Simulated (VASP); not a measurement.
A convergence study with VASP on CuI (zinc blende): a few settings are varied, all else stays as given below, so the limit is that of these other settings.

```xyz
2
Lattice="0.0000 3.0250 3.0250 3.0250 0.0000 3.0250 3.0250 3.0250 0.0000" Properties=species:S:1:pos:R:3 pbc="T T T"
Cu     0.0000     0.0000     0.0000
I      1.5125     1.5125     1.5125
```

The numbers are results of PBE GGA, VASP's PBE PAW potentials (set 64) (plane waves; VASP), not measurements. The last row used: 550 eV cut-off, 15×15×15 Γ-centred mesh, second-order Methfessel-Paxton smearing of 0.40 eV, potentials Cu I.

Unless said otherwise, spin-orbit coupling is left out, though it shifts the bands of the heavy elements here. Gaps are read on the run's mesh, which can miss a band edge.

```csv
setting,E (eV/atom),pressure (GPa),gap on the mesh (eV),irreducible k-points
"ISMEAR = -1, SIGMA = 0.01, 4×4×4 mesh",-2.7632,0.87,1.157,8
"ISMEAR = -1, SIGMA = 0.1, 4×4×4 mesh",-2.7632,0.87,1.157,8
"ISMEAR = 0, SIGMA = 0.01, 4×4×4 mesh",-2.7632,0.87,1.157,8
"ISMEAR = 0, SIGMA = 0.2, 4×4×4 mesh",-2.7632,0.87,1.157,8
"ISMEAR = 1, SIGMA = 0.05, 4×4×4 mesh",-2.7632,0.87,1.157,8
"ISMEAR = 1, SIGMA = 0.2, 4×4×4 mesh",-2.7630,0.87,1.157,8
"ISMEAR = 2, SIGMA = 0.05, 4×4×4 mesh",-2.7632,0.87,1.157,8
"ISMEAR = 2, SIGMA = 0.2, 4×4×4 mesh",-2.7630,0.87,1.157,8
"ISMEAR = -1, SIGMA = 0.01, 9×9×9 mesh",-2.7806,0.64,1.161,35
"ISMEAR = -1, SIGMA = 0.2, 9×9×9 mesh",-2.7801,0.65,1.162,35
"ISMEAR = 0, SIGMA = 0.01, 9×9×9 mesh",-2.7806,0.64,1.161,35
"ISMEAR = 0, SIGMA = 0.4, 9×9×9 mesh",-2.7805,0.64,1.161,35
"ISMEAR = 1, SIGMA = 0.05, 9×9×9 mesh",-2.7806,0.64,1.161,35
"ISMEAR = 1, SIGMA = 0.4, 9×9×9 mesh",-2.7809,0.57,1.160,35
"ISMEAR = 2, SIGMA = 0.05, 9×9×9 mesh",-2.7806,0.64,1.161,35
"ISMEAR = 2, SIGMA = 0.4, 9×9×9 mesh",-2.7804,0.63,1.161,35
"ISMEAR = -1, SIGMA = 0.05, 15×15×15 mesh",-2.7806,0.64,1.161,120
"ISMEAR = -1, SIGMA = 0.2, 15×15×15 mesh",-2.7801,0.65,1.162,120
"ISMEAR = 0, SIGMA = 0.1, 15×15×15 mesh",-2.7806,0.64,1.161,120
"ISMEAR = 0, SIGMA = 0.4, 15×15×15 mesh",-2.7806,0.64,1.161,120
"ISMEAR = 1, SIGMA = 0.1, 15×15×15 mesh",-2.7806,0.64,1.161,120
"ISMEAR = 1, SIGMA = 0.4, 15×15×15 mesh",-2.7808,0.57,1.160,120
"ISMEAR = 2, SIGMA = 0.1, 15×15×15 mesh",-2.7806,0.64,1.161,120
"ISMEAR = 2, SIGMA = 0.4, 15×15×15 mesh",-2.7804,0.63,1.161,120
```

Left out are rungs that failed or repeat a setting and relaxations that didn't move; long series are thinned to 24 rows.

The compound is CuI in the zinc blende structure. The cell was not relaxed at this level.
